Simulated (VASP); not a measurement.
OSZICAR of a VASP run on In₃₁SnP₃₂:

**OSZICAR**
```
       N       E                     dE             d eps       ncg     rms          rms(c)
DAV:   1     0.156360518472E+04    0.15636E+04   -0.88298E+04   644   0.109E+03
DAV:   2    -0.842450099789E+02   -0.16479E+04   -0.15691E+04   823   0.195E+02
DAV:   3    -0.272228875262E+03   -0.18798E+03   -0.18547E+03   776   0.696E+01
DAV:   4    -0.278387959539E+03   -0.61591E+01   -0.61105E+01   744   0.146E+01
DAV:   5    -0.278626665709E+03   -0.23871E+00   -0.23806E+00   864   0.280E+00    0.307E+01
RMM:   6    -0.265680500867E+03    0.12946E+02   -0.25446E+01   644   0.642E+00    0.178E+01
RMM:   7    -0.264880038920E+03    0.80046E+00   -0.30142E+01   644   0.669E+00    0.618E+00
RMM:   8    -0.264342172075E+03    0.53787E+00   -0.32405E+00   644   0.314E+00    0.373E+00
RMM:   9    -0.264408563750E+03   -0.66392E-01   -0.92876E-01   644   0.161E+00    0.117E+00
RMM:  10    -0.264375947147E+03    0.32617E-01   -0.26271E-01   648   0.840E-01    0.697E-01
RMM:  11    -0.264382080682E+03   -0.61335E-02   -0.50050E-02   693   0.393E-01    0.327E-01
RMM:  12    -0.264381583151E+03    0.49753E-03   -0.11998E-02   649   0.202E-01    0.170E-01
RMM:  13    -0.264381943734E+03   -0.36058E-03   -0.32085E-03   732   0.997E-02    0.181E-01
RMM:  14    -0.264381970540E+03   -0.26806E-04   -0.52976E-04   764   0.379E-02    0.275E-01
RMM:  15    -0.264381945416E+03    0.25124E-04   -0.92763E-04   644   0.465E-02    0.465E-02
RMM:  16    -0.264381999129E+03   -0.53713E-04   -0.28465E-04   652   0.248E-02    0.300E-02
RMM:  17    -0.264382001089E+03   -0.19601E-05   -0.40256E-05   481   0.106E-02
   1 F= -.26438200E+03 E0= -.26438200E+03  d E =-.264382E+03  mag=     1.0000
       N       E                     dE             d eps       ncg     rms          rms(c)
DAV:   1    -0.264447235068E+03   -0.65236E-01   -0.17103E+00   744   0.214E+00    0.819E-01
RMM:   2    -0.264457546506E+03   -0.10311E-01   -0.14431E-01   644   0.712E-01    0.210E-01
RMM:   3    -0.264459443755E+03   -0.18972E-02   -0.28188E-02   679   0.337E-01    0.146E-01
RMM:   4    -0.264459344756E+03    0.98999E-04   -0.50078E-03   680   0.143E-01    0.849E-02
RMM:   5    -0.264459407080E+03   -0.62324E-04   -0.13667E-03   693   0.705E-02    0.375E-02
RMM:   6    -0.264459428342E+03   -0.21262E-04   -0.34819E-04   695   0.339E-02    0.346E-02
RMM:   7    -0.264459436073E+03   -0.77309E-05   -0.76503E-05   576   0.149E-02
   2 F= -.26445944E+03 E0= -.26445943E+03  d E =-.774350E-01  mag=     1.0000
       N       E                     dE             d eps       ncg     rms          rms(c)
DAV:   1    -0.264465626114E+03   -0.61978E-02   -0.30817E-01   760   0.912E-01    0.348E-01
RMM:   2    -0.264467435062E+03   -0.18089E-02   -0.25553E-02   644   0.302E-01    0.879E-02
RMM:   3    -0.264467779266E+03   -0.34420E-03   -0.50978E-03   683   0.143E-01    0.617E-02
RMM:   4    -0.264467752651E+03    0.26614E-04   -0.85827E-04   670   0.604E-02    0.294E-02
RMM:   5    -0.264467771130E+03   -0.18479E-04   -0.26022E-04   664   0.300E-02    0.159E-02
RMM:   6    -0.264467774170E+03   -0.30394E-05   -0.55703E-05   502   0.141E-02
   3 F= -.26446777E+03 E0= -.26446777E+03  d E =-.857731E-01  mag=     1.0000
       N       E                     dE             d eps       ncg     rms          rms(c)
DAV:   1    -0.264467803707E+03   -0.32577E-04   -0.15325E-03   776   0.641E-02    0.259E-02
RMM:   2    -0.264467812673E+03   -0.89660E-05   -0.12825E-04   594   0.218E-02    0.669E-03
RMM:   3    -0.264467813870E+03   -0.11973E-05   -0.23810E-05   424   0.101E-02    0.494E-03
RMM:   4    -0.264467813947E+03   -0.76801E-07   -0.52301E-06   369   0.451E-03
   4 F= -.26446781E+03 E0= -.26446781E+03  d E =-.858129E-01  mag=     1.0000
       N       E                     dE             d eps       ncg     rms          rms(c)
DAV:   1    -0.264472148622E+03   -0.43348E-02   -0.10685E-01   710   0.578E-01    0.200E-01
RMM:   2    -0.264472685922E+03   -0.53730E-03   -0.79480E-03   644   0.184E-01    0.466E-02
RMM:   3    -0.264472802328E+03   -0.11641E-03   -0.16507E-03   675   0.871E-02    0.449E-02
RMM:   4    -0.264472785937E+03    0.16392E-04   -0.24301E-04   653   0.364E-02    0.217E-02
RMM:   5    -0.264472788831E+03   -0.28943E-05   -0.10512E-04   623   0.196E-02    0.952E-03
RMM:   6    -0.264472789058E+03   -0.22758E-06   -0.22564E-05   407   0.942E-03
   5 F= -.26447279E+03 E0= -.26447279E+03  d E =-.497511E-02  mag=     1.0000
       N       E                     dE             d eps       ncg     rms          rms(c)
DAV:   1    -0.264474076729E+03   -0.12879E-02   -0.12295E-01   710   0.620E-01    0.215E-01
RMM:   2    -0.264474714248E+03   -0.63752E-03   -0.92498E-03   644   0.198E-01    0.500E-02
RMM:   3    -0.264474849166E+03   -0.13492E-03   -0.18964E-03   672   0.936E-02    0.490E-02
RMM:   4    -0.264474830518E+03    0.18648E-04   -0.28891E-04   656   0.394E-02    0.232E-02
RMM:   5    -0.264474834569E+03   -0.40503E-05   -0.11935E-04   639   0.209E-02    0.102E-02
RMM:   6    -0.264474834970E+03   -0.40123E-06   -0.26497E-05   423   0.101E-02
   6 F= -.26447483E+03 E0= -.26447483E+03  d E =-.702102E-02  mag=     1.0000
       N       E                     dE             d eps       ncg     rms          rms(c)
DAV:   1    -0.264476302889E+03   -0.14683E-02   -0.62340E-02   733   0.438E-01    0.142E-01
RMM:   2    -0.264476633846E+03   -0.33096E-03   -0.42596E-03   644   0.136E-01    0.309E-02
RMM:   3    -0.264476709958E+03   -0.76112E-04   -0.86196E-04   667   0.647E-02    0.340E-02
RMM:   4    -0.264476709835E+03    0.12325E-06   -0.12886E-04   650   0.273E-02    0.220E-02
RMM:   5    -0.264476709519E+03    0.31598E-06   -0.61012E-05   613   0.149E-02
   7 F= -.26447671E+03 E0= -.26447671E+03  d E =-.187455E-02  mag=     1.0000
       N       E                     dE             d eps       ncg     rms          rms(c)
DAV:   1    -0.264476515009E+03    0.19483E-03   -0.12529E-01   710   0.622E-01    0.203E-01
RMM:   2    -0.264477187057E+03   -0.67205E-03   -0.87056E-03   644   0.194E-01    0.444E-02
RMM:   3    -0.264477354686E+03   -0.16763E-03   -0.18370E-03   674   0.933E-02    0.490E-02
RMM:   4    -0.264477355741E+03   -0.10546E-05   -0.26620E-04   678   0.391E-02    0.326E-02
RMM:   5    -0.264477355257E+03    0.48367E-06   -0.13843E-04   643   0.222E-02    0.122E-02
RMM:   6    -0.264477353678E+03    0.15791E-05   -0.21471E-05   399   0.105E-02
   8 F= -.26447735E+03 E0= -.26447735E+03  d E =-.251871E-02  mag=     1.0000
       N       E                     dE             d eps       ncg     rms          rms(c)
DAV:   1    -0.264477393198E+03   -0.37941E-04   -0.10500E-02   726   0.179E-01    0.568E-02
RMM:   2    -0.264477444162E+03   -0.50964E-04   -0.66352E-04   644   0.545E-02    0.121E-02
RMM:   3    -0.264477453322E+03   -0.91598E-05   -0.12177E-04   653   0.252E-02    0.117E-02
RMM:   4    -0.264477452960E+03    0.36165E-06   -0.19871E-05   395   0.108E-02
   9 F= -.26447745E+03 E0= -.26447745E+03  d E =-.261799E-02  mag=     1.0000
       N       E                     dE             d eps       ncg     rms          rms(c)
DAV:   1    -0.264478541016E+03   -0.10877E-02   -0.48997E-02   710   0.394E-01    0.114E-01
RMM:   2    -0.264478754834E+03   -0.21382E-03   -0.28844E-03   644   0.116E-01    0.297E-02
RMM:   3    -0.264478820401E+03   -0.65568E-04   -0.72061E-04   715   0.558E-02    0.322E-02
RMM:   4    -0.264478814717E+03    0.56843E-05   -0.71471E-05   590   0.210E-02
  10 F= -.26447881E+03 E0= -.26447881E+03  d E =-.136176E-02  mag=     1.0000
       N       E                     dE             d eps       ncg     rms          rms(c)
DAV:   1    -0.264478991997E+03   -0.17160E-03   -0.78184E-03   744   0.157E-01    0.471E-02
RMM:   2    -0.264479015004E+03   -0.23007E-04   -0.43633E-04   644   0.452E-02    0.149E-02
RMM:   3    -0.264479027928E+03   -0.12923E-04   -0.14796E-04   710   0.234E-02    0.130E-02
RMM:   4    -0.264479027540E+03    0.38758E-06   -0.13913E-05   392   0.886E-03
  11 F= -.26447903E+03 E0= -.26447903E+03  d E =-.157458E-02  mag=     1.0000
       N       E                     dE             d eps       ncg     rms          rms(c)
DAV:   1    -0.264479767515E+03   -0.73959E-03   -0.56053E-02   710   0.418E-01    0.143E-01
RMM:   2    -0.264480064724E+03   -0.29721E-03   -0.39454E-03   644   0.133E-01    0.342E-02
RMM:   3    -0.264480135433E+03   -0.70709E-04   -0.84666E-04   689   0.631E-02    0.320E-02
RMM:   4    -0.264480129452E+03    0.59818E-05   -0.10760E-04   645   0.256E-02    0.169E-02
RMM:   5    -0.264480130566E+03   -0.11145E-05   -0.54137E-05   582   0.143E-02
  12 F= -.26448013E+03 E0= -.26448013E+03  d E =-.110303E-02  mag=     1.0000
```

Q: Which electronic solver shows in the log?

A: It is blocked Davidson (ALGO = Normal, or the opening steps of other solvers) and then RMM-DIIS (ALGO = Fast or VeryFast). The INCAR had ALGO = Fast.

Q: How was spin treated?

A: Collinear spin (ISPIN = 2): the summary line carries one mag value, 1.00 μB in the cell.

Q: Can the final energy be trusted as converged?

A: The calculation finished and met its thresholds. It stopped with EDIFF = 1E-5, NELM = 100, NSW = 60 and EDIFFG = -0.03 after 12 ionic steps (PBE GGA, plane waves, VASP's PBE PAW potentials (set 64)). The supercell is sampled at Γ alone, which is coarse: total energies, pressure and levels can be off, energies of defects by several tenths of an eV.

The cell is a supercell with a defect, built from InP (zinc blende): Sn_In. The total moment is imposed (NUPDOWN), so this need not be the lowest spin state.
